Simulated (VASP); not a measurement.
Computed with LDA (Ceperley-Alder, Perdew-Zunger), VASP's LDA PAW potentials (set 64) (plane waves; VASP).

A VASP calculation is set up with these files.

### KPOINTS
```
Automatic mesh
0
Gamma
5 5 7
0 0 0
```

POSCAR:
```
SnO2
1
    4.7288429718     0.0000000000     0.0000000000
    0.0000000000     4.7288429718     0.0000000000
    0.0000000000     0.0000000000     3.1961615244
Sn O
2 4
Direct
  0.0000000000   0.0000000000   0.0000000000
  0.5000000000   0.5000000000   0.5000000000
  0.3059836945   0.3059836945   0.0000000000
  0.8059836945   0.1940163055   0.5000000000
  0.1940163055   0.8059836945   0.5000000000
  0.6940163055   0.6940163055   0.0000000000
```

**INCAR**
```
# general
SYSTEM  = SnO2
PREC    = Accurate
ENCUT   = 520
LREAL   = .False.
LASPH   = .True.   # aspherical one-centre terms

# electronic loop
EDIFF   = 1E-7
NELM    = 100
ALGO    = Normal
LMAXMIX = 4

# smearing
ISMEAR  = 0   # Gaussian
SIGMA   = 0.05

# ions
IBRION  = 2
NSW     = 30   # most ionic steps
ISIF    = 4   # ions and shape, fixed volume
EDIFFG  = -0.01   # ionic stop

# output
LWAVE   = .False.
LCHARG  = .False.
```

POTCAR, in this order: Sn_d O (LDA.64 set). Program: vasp_std.

The run wrote:

### OSZICAR
```
       N       E                     dE             d eps       ncg     rms          rms(c)
DAV:   1     0.654749590077E+03    0.65475E+03   -0.26405E+04  1574   0.262E+03
DAV:   2     0.578057124492E+02   -0.59694E+03   -0.57416E+03  1616   0.686E+02
DAV:   3    -0.428276800862E+02   -0.10063E+03   -0.98302E+02  1670   0.232E+02
DAV:   4    -0.482763359887E+02   -0.54487E+01   -0.54130E+01  1813   0.587E+01
DAV:   5    -0.484434048330E+02   -0.16707E+00   -0.16700E+00  1833   0.107E+01    0.158E+01
DAV:   6    -0.423462120068E+02    0.60972E+01   -0.24205E+01  2413   0.725E+01    0.603E+00
DAV:   7    -0.423733285309E+02   -0.27117E-01   -0.20266E+00  1628   0.862E+00    0.327E+00
DAV:   8    -0.422981544078E+02    0.75174E-01   -0.31629E-01  2334   0.550E+00    0.756E-01
DAV:   9    -0.422811736337E+02    0.16981E-01   -0.85910E-02  2357   0.410E+00    0.150E-01
DAV:  10    -0.422812640660E+02   -0.90432E-04   -0.53771E-03  2233   0.665E-01    0.450E-02
DAV:  11    -0.422812673301E+02   -0.32642E-05   -0.29936E-04  2372   0.234E-01    0.225E-02
DAV:  12    -0.422812680186E+02   -0.68848E-06   -0.24636E-05  2278   0.627E-02    0.140E-02
DAV:  13    -0.422812647980E+02    0.32206E-05   -0.15453E-05  2405   0.463E-02    0.979E-04
DAV:  14    -0.422812649512E+02   -0.15313E-06   -0.17731E-06  1945   0.122E-02    0.602E-04
DAV:  15    -0.422812649543E+02   -0.31077E-08   -0.37332E-08  1108   0.226E-03
   1 F= -.42281265E+02 E0= -.42281265E+02  d E =-.422813E+02
```

### OUTCAR
```
------------------------ aborting loop because EDIFF is reached ----------------------------------------
  FORCE on cell =-STRESS in cart. coord.  units (eV):
  Direction    XX          YY          ZZ          XY          YZ          ZX
  --------------------------------------------------------------------------------------
  Total        0.0134839      0.0134839      0.0355037      0.0000000      0.0000000      0.0000000
  in kB        0.3022656      0.3022656      0.7958769      0.0000000      0.0000000      0.0000000
  external PRESSURE =       0.4668027 kB  Pullay stress =       0.0000000 kB
  volume of cell :       71.47
      direct lattice vectors                 reciprocal lattice vectors
     4.728842972  0.000000000  0.000000000     0.211468219  0.000000000  0.000000000
     0.000000000  4.728842972  0.000000000     0.000000000  0.211468219  0.000000000
     0.000000000  0.000000000  3.196161524     0.000000000  0.000000000  0.312875301
 POSITION                                       TOTAL-FORCE (eV/Angst)
 -----------------------------------------------------------------------------------
      0.00000      0.00000      0.00000        -0.000000     -0.000000     -0.000000
      2.36442      2.36442      1.59808        -0.000000     -0.000000     -0.000000
      1.44695      1.44695      0.00000         0.006799      0.006799     -0.000000
      3.81137      0.91747      1.59808         0.006799     -0.006799      0.000000
      0.91747      3.81137      1.59808        -0.006799      0.006799     -0.000000
      3.28189      3.28189      0.00000        -0.006799     -0.006799      0.000000
 -----------------------------------------------------------------------------------
    total drift:                                0.000000      0.000000      0.000000
  FREE ENERGIE OF THE ION-ELECTRON SYSTEM (eV)
  ---------------------------------------------------
  free  energy   TOTEN  =       -42.2812649543 eV

  energy  without entropy=      -42.2812649543  energy(sigma->0) =      -42.28126495

 reached required accuracy - stopping structural energy minimisation
```
(Selected blocks of OUTCAR.)

The compound is SnO2 in the rutile structure. It was relaxed first.
